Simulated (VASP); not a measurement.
The input files of a VASP run:

POSCAR:
```
Si
1
    1.6583520000     0.9574500000     3.0752120000
   -1.6583520000     0.9574500000     3.0752120000
    0.0000000000    -1.9149000000     3.0752120000
Si
2
Direct
  0.2335050000   0.2365840000   0.2177530000
  0.7664950000   0.7634160000   0.7822470000
```

### INCAR
```
SYSTEM = Si
PREC = Accurate
ENCUT = 300
EDIFF = 1E-6
NELM = 100
ALGO = Normal
LREAL = .FALSE.
LASPH = .TRUE.
ISMEAR = -1
SIGMA = 0.1
GGA = PS
LWAVE = .FALSE.
LCHARG = .FALSE.
ISIF = 2
```

File KPOINTS:
```
kpoints
0
Gamma
 8 8 8
0 0 0
```

POTCAR, in this order: Si (PBE.64 set). Program: vasp_std.

Q: Translate this PBEsol calculation to Quantum ESPRESSO's pw.x.

A: One equivalent input (not run):
```
&CONTROL
  calculation = 'scf'
  pseudo_dir = './pseudo'
  outdir = './out'
  tprnfor = .true.
  tstress = .true.
/
&SYSTEM
  ibrav = 0
  nat = 2
  ntyp = 1
  ecutwfc = 36
  occupations = 'smearing'
  smearing = 'fermi-dirac'
  degauss = 0.00735
  input_dft = 'pbesol'
/
&ELECTRONS
  conv_thr = 7.3e-08
  electron_maxstep = 100
/
ATOMIC_SPECIES
  Si 28.085 Si.upf
CELL_PARAMETERS angstrom
     1.6583520    0.9574500    3.0752120
    -1.6583520    0.9574500    3.0752120
     0.0000000   -1.9149000    3.0752120
ATOMIC_POSITIONS crystal
  Si   0.2335050  0.2365840  0.2177530
  Si   0.7664950  0.7634160  0.7822470
K_POINTS automatic
  8 8 8 0 0 0
```
The two are equivalent in intent, not identical: the potentials are each code's own (VASP's PAW set, PseudoDojo norm-conserving files in pw.x), so ENCUT and ecutwfc are chosen apart and not converted; conv_thr bounds pw.x's estimated SCF error, while EDIFF bounds the energy change between steps.

The structure was generated: Si was put into an ordered model structure, which need not be its known phase. The cell was not relaxed at this level, atoms are displaced from their ideal sites. The run is one of a series of settings (GGA = PS against the base run), some of them coarse on purpose.
